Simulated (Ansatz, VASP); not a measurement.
# Sn in two plane-wave programs, part 3 of 5

Wanted: the spread between two codes on one cell, functional and k mesh. Of the first pair: The structure shown is the start of the Ansatz relaxation below; VASP solves that cell, so the two are compared at the walk's first step.

VASP 6.6.1 and Ansatz 0.2.0.

So far: The structure; Ansatz: relaxation, LDA; VASP: single point, LDA, start cell, pair 1.

## 3. VASP: single point, LDA, start cell, pair 1 (continued)

Level of this step: LDA; plane waves and PAW (Sn_d) (VASP).

Numbers of over 12 decimals in the logs are rounded to 6 here.

Parts of OUTCAR (step 3):

```text
ion  position               nearest neighbor table
   1  0.500  0.500  0.500-   2 2.78   2 2.79   2 2.80   2 2.80
   2  0.750  0.750  0.750-   1 2.78   1 2.79   1 2.80   1 2.80

  LATTYP: Found a body centered orthorhombic cell.
 ALAT       =     4.5307174040
 B/A-ratio  =     1.0101011299
 C/A-ratio  =     1.4284987173

 Subroutine GETGRP returns: Found  4 space group operations
 (whereof  2 operations were pure point group operations)

The static configuration has the point symmetry C_1h.
 The point group associated with its full space group is C_2h.

   k-points           NKPTS =   1728   k-points in BZ     NKDIM =   1728   number of bands    NBANDS=     20

   dimension x,y,z NGX =    30 NGY =   30 NGZ =   30
   dimension x,y,z NGXF=    60 NGYF=   60 NGZF=   60

   ENCUT  =  400.0 eV  29.40 Ry    5.42 a.u.   7.44  7.44  7.39*2*pi/ulx,y,z

   NELECT =      28.0000    total number of electrons

 k-points in reciprocal lattice and weights: Points of the shifted mesh
   0.04166667  0.04166667  0.04166667       0.001
   0.04166667  0.04166667  0.12500000       0.001
   0.04166667  0.04166667  0.20833333       0.001
   0.04166667  0.04166667  0.29166667       0.001
   0.04166667  0.04166667  0.37500000       0.001
   0.04166667  0.04166667  0.45833333       0.001
   0.04166667  0.04166667  0.54166667       0.001
   0.04166667  0.04166667  0.62500000       0.001
   0.04166667  0.04166667  0.70833333       0.001
[...]
0.95833333  0.95833333  0.87500000       0.001
   0.95833333  0.95833333  0.95833333       0.001

 average (electrostatic) potential at core
       1-101.2325       2-101.2325

 E-fermi :   5.5854

 k-point     1 :       0.0417    0.0417    0.0417
  band No.  band energies     occupation
    ...
      8     -15.6965      2.00000
      9     -15.6877      2.00000
     10     -15.6839      2.00000
     11      -5.1866      2.00000
     12       4.5786      2.00000
     13       5.6016      0.12644
     14       5.6149      0.00548
     15       5.8574      0.00000
     16       7.7024      0.00000
     17       7.7959      0.00000
    ...

 k-point     2 :       0.0417    0.0417    0.1250
  band No.  band energies     occupation
    ...
     10     -15.6727      2.00000
     11      -5.0936      2.00000
     12       3.7092      2.00000
     13       5.2023      2.00000
     14       5.5460      1.99980
     15       6.2282      0.00000
     16       7.8014      0.00000
     17       7.9374      0.00000
     18       8.4090      0.00000
     19      11.0459      0.00000
    ...

 k-point     3 :       0.0417    0.0417    0.2083
  band No.  band energies     occupation
    ...
     10     -15.6597      2.00000
     11      -4.8657      2.00000
     12       2.4757      2.00000
     13       4.8159      2.00000
     14       5.2619      2.00000
     15       6.2033      0.00000
     16       8.1609      0.00000
     17       8.4089      0.00000
     18       9.2526      0.00000
     19      11.7730      0.00000
    ...

  Total        0.2235363      0.2235363      0.1502127      0.2141329     -0.0185219     -0.0185219
  in kB        5.3375629      5.3375629      3.5867547      5.1130310     -0.4422623     -0.4422637
  external PRESSURE =       4.7539602 kB  Pullay stress =       0.0000000 kB

  energy-cutoff  :      400.00
  volume of cell :       67.10
      direct lattice vectors                 reciprocal lattice vectors
    -0.016180000  3.219882000  3.236062000    -0.154508783  0.154508783  0.154508783
     3.219882000 -0.016180000  3.236062000     0.154508783 -0.154508783  0.154508783
     3.203701000  3.203701000  0.000000000     0.156069496  0.156069496 -0.154508831

 POSITION                                       TOTAL-FORCE (eV/Angst)
 -----------------------------------------------------------------------------------
      3.20332      3.20332      3.23568         0.000762      0.000762     -0.087454
      4.80593      4.80593      4.85447        -0.000762     -0.000762      0.087454
 -----------------------------------------------------------------------------------
    total drift:                               -0.000000     -0.000000      0.000000

  FREE ENERGIE OF THE ION-ELECTRON SYSTEM (eV)
  ---------------------------------------------------
  free  energy   TOTEN  =        -8.9319725125 eV

  energy  without entropy=       -8.9319661036  energy(sigma->0) =       -8.93196931

 total charge
# of ion       s       p       d       tot
------------------------------------------
    1        1.175   1.237   9.969  12.382
    2        1.175   1.237   9.969  12.382
--------------------------------------------------
tot          2.351   2.473  19.939  24.763

[... 3 further parts left out ...]
```

The run ends at a pressure of 0.48 GPa, with forces up to 0.087 eV/Å.

## 4. Side by side

Known differences besides the potentials themselves: the cutoff is 420 eV in Ansatz and 400 eV in VASP; VASP's log shows a relativistic correction to its local exchange, Ansatz's none. Total energies have different zeros and are not compared.

Forces (eV/Å; atoms numbered as in POSCAR):

| atom | Ansatz x, y, z | VASP x, y, z |
| --- | --- | --- |
| Sn1 | 0.001, 0.001, -0.087 | 0.001, 0.001, -0.087 |
| Sn2 | -0.001, -0.001, 0.087 | -0.001, -0.001, 0.087 |

The forces differ by 0.1 meV/Å r.m.s., which is 0.3 % of the r.m.s. force of 0.051 eV/Å (both taken over all components).

## 5. Ansatz: relaxation, LDA

This run makes the geometry at which the two programs are then compared. The cell compared in this pair holds 67.46 Å³, against 67.10 Å³ for the pair before.

The structure compared here is the end of the Ansatz relaxation.

input.yaml reads:

```yaml
crystal:
  lattice:
    - [-0.0161803105, 3.2198817812, 3.2360620916]
    - [3.2198817812, -0.0161803105, 3.2360620916]
    - [3.2037014707, 3.2037014707, 0.0]
  atoms:
    - { symbol: Sn, position: [0.4999410867, 0.4999410867, 0.4999410867] }
    - { symbol: Sn, position: [0.7500589133, 0.7500589133, 0.7500589133] }
  conventional_axes: [[0, 0, 1], [1, -1, 0], [1, 1, -1]]
kpoints:
  mp_grid: { grid: [12, 12, 12], shift: [0.5, 0.5, 0.5] }
hamiltonian:
  xc: lda
  pseudopotentials: { kind: paw, azcp: { folder: soft_1 }, xc_functional: pbe }
scf:
  occupations: { method: gaussian, width: 0.015 }
output:
  forces: true
  stress: true
  eigenvalues: true
relax:
  adjacent_minimum: "off"
  f_tol: 0.001
  max_steps: 60
  cell: { stress_tol: 0.01, fix: [a, angles] }
```

On the command line:

```bash
ansatz run input.yaml --threads 4 --pin off --max-ram 10240MiB --backend cpu --events-out ev --progress --plain --runs-dir out
```

The log of the run:

```text
[...]
Crystal: 2 atoms, lattice volume = 67.099 Å³
Basis set: ecut = 420 eV, 1319 PW (Γ)
Bands: 18, of which v1, the nominal top of the filled ones, is band 14 counted from 1 (13 counted from 0)
Symmetry: 4 space group operations
[...]
k-points: 468 of 1728
[...]
k-point 467: bands = [... 10 lower, -1.3223, 1.3280, 5.8858, 6.4590, 8.2247, 10.8156, 11.1208, 13.5296]
--- Relaxed structure (5 steps of the walk, 4 accepted, 1 SCFs on fresh bases) ---
[...]
cell:  # Å, volume = 67.4601 Å³
    - [-0.017660, 3.221361, 3.250510]
    - [3.221361, -0.017660, 3.250510]
    - [3.203701, 3.203701, 0.0]
  atoms:
    - { symbol: Sn, position: [0.499064, 0.499064, 0.500828] }
    - { symbol: Sn, position: [0.750936, 0.750936, 0.749172] }
[key lines of the parts left out:]
SCF converged after 5 iterations
Free energy (F): -11759.148586 eV
Fermi energy:    7.709701 eV
P = ⅓ Tr σ = 0.2116 GPa (2.116 kbar)
```

[end of part 3 of 5]

[Lines on the potential files, build, host, timing and source positions are cut from VASP's logs without a mark.]

[Logs are printed without paths, hosts, clocks, repeated set-up lines and the standing remarks that a program may print on its own settings, such as how far it seeks lower states.]

[Hosts, paths, dates, database ids (printed as entryN), source tags and the programs' standing remarks are cut or masked in the printed files.]
